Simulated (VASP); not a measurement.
These are vdW-DF2, VASP's PBE PAW potentials (set 64) (plane waves; VASP 6.6.1) values and carry that method's errors.

The input files of a VASP run:

### INCAR
```
SYSTEM = Ni3Si
PREC = Accurate
ENCUT = 520
EDIFF = 1E-7
NELM = 100
ALGO = Normal
LREAL = .FALSE.
LASPH = .TRUE.
ISMEAR = -5
GGA = ML
ZAB_VDW = -1.8867
LUSE_VDW = .TRUE.
AGGAC = 0.0
LMAXMIX = 4
LWAVE = .FALSE.
LCHARG = .TRUE.
LORBIT = 11
NEDOS = 601
ISIF = 2
LEFG = .TRUE.
```

File POSCAR:
```
Ni3Si
7.1793940
  0.4999999866   0.0000000000   0.0000000000
  0.0000000000   0.4999999866   0.0000000000
  0.0000000000   0.0000000000   0.4999999866
Si Ni
1 3
Cart
  0.0000000000   0.0000000000   0.0000000000
  0.0000000000   0.2499999933   0.2499999933
  0.2499999933   0.0000000000   0.2499999933
  0.2499999933   0.2499999933   0.0000000000
```

**KPOINTS**
```
Automatic mesh
0
Gamma
10 10 10
0 0 0
```

POTCAR, in this order: Si Ni (PBE.64 set). Program: vasp_std.

The resulting files:

### OUTCAR
```
 ion  position               nearest neighbor table
   1  0.000  0.000  0.000-   2 2.54   3 2.54   4 2.54   2 2.54   3 2.54   2 2.54   4 2.54   2 2.54
                             3 2.54   4 2.54   3 2.54   4 2.54
   2  0.000  0.500  0.500-   1 2.54   3 2.54   4 2.54   1 2.54   4 2.54   1 2.54   3 2.54   1 2.54
                             3 2.54   4 2.54   4 2.54   3 2.54
   3  0.500  0.000  0.500-   1 2.54   2 2.54   4 2.54   1 2.54   4 2.54   2 2.54   4 2.54   4 2.54
                             1 2.54   2 2.54   1 2.54   2 2.54
   4  0.500  0.500  0.000-   1 2.54   2 2.54   3 2.54   2 2.54   3 2.54   1 2.54   3 2.54   3 2.54
                             1 2.54   2 2.54   2 2.54   1 2.54
  LATTYP: Found a simple cubic cell.
 ALAT       =     3.5896969040
 Subroutine PRICEL returns:
 Original cell was already a primitive cell.
 Subroutine GETGRP returns: Found 48 space group operations
The static configuration has the point symmetry O_h .
The dynamic configuration has the point symmetry O_h .
 Subroutine INISYM returns: Found 48 space group operations
 Subroutine IBZKPT returns following result:
 Found     56 irreducible k-points:

 Following reciprocal coordinates:
            Coordinates               Weight
  0.000000  0.000000  0.000000      1.000000
  0.100000  0.000000  0.000000      6.000000
  0.200000  0.000000  0.000000      6.000000
  0.300000  0.000000  0.000000      6.000000
  0.400000  0.000000  0.000000      6.000000
  0.500000  0.000000  0.000000      3.000000
  0.100000  0.100000  0.000000     12.000000
  0.200000  0.100000  0.000000     24.000000
  0.300000  0.100000  0.000000     24.000000
  0.400000  0.100000  0.000000     24.000000
  0.500000  0.100000  0.000000     12.000000
  0.200000  0.200000  0.000000     12.000000
  0.300000  0.200000  0.000000     24.000000
  0.400000  0.200000  0.000000     24.000000
  0.500000  0.200000  0.000000     12.000000
  0.300000  0.300000  0.000000     12.000000
  0.400000  0.300000  0.000000     24.000000
  0.500000  0.300000  0.000000     12.000000
...
```

File OSZICAR:
```
       N       E                     dE             d eps       ncg     rms          rms(c)
DAV:   1     0.209023624242E+03    0.20902E+03   -0.15780E+04  2376   0.212E+03
DAV:   2    -0.299181843241E+01   -0.21202E+03   -0.20508E+03  2352   0.364E+02
DAV:   3    -0.135203563009E+02   -0.10529E+02   -0.10097E+02  2530   0.108E+02
DAV:   4    -0.137758167310E+02   -0.25546E+00   -0.25368E+00  2751   0.147E+01
DAV:   5    -0.137854786725E+02   -0.96619E-02   -0.96571E-02  2774   0.278E+00    0.160E+01
DAV:   6    -0.142284751833E+02   -0.44300E+00   -0.44319E+01  2732   0.108E+02    0.158E+01
DAV:   7    -0.110807306300E+02    0.31477E+01   -0.13607E+01  2635   0.615E+01    0.297E+00
DAV:   8    -0.110654261836E+02    0.15304E-01   -0.59096E-01  2423   0.558E+00    0.127E+00
DAV:   9    -0.110526488824E+02    0.12777E-01   -0.31168E-02  3207   0.250E+00    0.452E-01
DAV:  10    -0.110509951588E+02    0.16537E-02   -0.37175E-03  3151   0.469E-01    0.155E-01
DAV:  11    -0.110509817639E+02    0.13395E-04   -0.10391E-03  3430   0.384E-01    0.701E-02
DAV:  12    -0.110509625780E+02    0.19186E-04   -0.16731E-04  2887   0.173E-01    0.157E-02
DAV:  13    -0.110509659526E+02   -0.33746E-05   -0.14538E-05  2717   0.384E-02    0.651E-03
DAV:  14    -0.110509643701E+02    0.15824E-05   -0.14058E-06  3122   0.145E-02    0.276E-03
DAV:  15    -0.110509639405E+02    0.42969E-06   -0.34264E-07  2293   0.968E-03    0.793E-04
DAV:  16    -0.110509639691E+02   -0.28600E-07   -0.26584E-08  1306   0.199E-03
   1 F= -.11050964E+02 E0= -.11050964E+02  d E =0.000000E+00
```

File OUTCAR:
```
------------------------ aborting loop because EDIFF is reached ----------------------------------------
  FORCE on cell =-STRESS in cart. coord.  units (eV):
  Direction    XX          YY          ZZ          XY          YZ          ZX
  --------------------------------------------------------------------------------------
  Total       -0.0910228     -0.0910228     -0.0910228      0.0000000     -0.0000000     -0.0000000
  in kB       -3.1527342     -3.1527342     -3.1527342      0.0000000     -0.0000000     -0.0000000
  external PRESSURE =      -3.1527342 kB  Pullay stress =       0.0000000 kB
  volume of cell :       46.26
      direct lattice vectors                 reciprocal lattice vectors
     3.589696904  0.000000000  0.000000000     0.278575052  0.000000000  0.000000000
     0.000000000  3.589696904  0.000000000     0.000000000  0.278575052  0.000000000
     0.000000000  0.000000000  3.589696904     0.000000000  0.000000000  0.278575052
 POSITION                                       TOTAL-FORCE (eV/Angst)
 -----------------------------------------------------------------------------------
      0.00000      0.00000      0.00000         0.000000      0.000000      0.000000
      0.00000      1.79485      1.79485         0.000000      0.000000      0.000000
      1.79485      0.00000      1.79485         0.000000      0.000000      0.000000
      1.79485      1.79485      0.00000         0.000000      0.000000      0.000000
 -----------------------------------------------------------------------------------
    total drift:                                0.000000      0.000000      0.000000
  FREE ENERGIE OF THE ION-ELECTRON SYSTEM (eV)
  ---------------------------------------------------
  free  energy   TOTEN  =       -11.0509639691 eV

  energy  without entropy=      -11.0509639691  energy(sigma->0) =      -11.05096397

 total charge

# of ion       s       p       d       tot
------------------------------------------
    1        0.740   0.784   0.000   1.524
    2        0.455   0.484   8.436   9.375
    3        0.455   0.484   8.436   9.375
    4        0.455   0.484   8.436   9.375
--------------------------------------------------
tot          2.106   2.236  25.307  29.649

 Electric field gradients after diagonalization (V/A^2)
 (convention: |V_zz| > |V_xx| > |V_yy|)
----------------------------------------------------------------------
 ion       V_xx      V_yy      V_zz     asymmetry (V_yy - V_xx)/ V_zz
----------------------------------------------------------------------
   1      -0.000    -0.000     0.000       0.027
   2      19.355    19.355   -38.710       0.000
   3      19.355    19.355   -38.710       0.000
   4      19.355    19.355   -38.710       0.000
```
(Selected blocks of OUTCAR.)

For a metal the tetrahedron method with Blöchl corrections gives inexact stress and forces.

The compound is Ni3Si in the L1_2 structure. It was relaxed first, which changed the volume by +7 %. The run is not spin-polarised, so no magnetic state was tried.
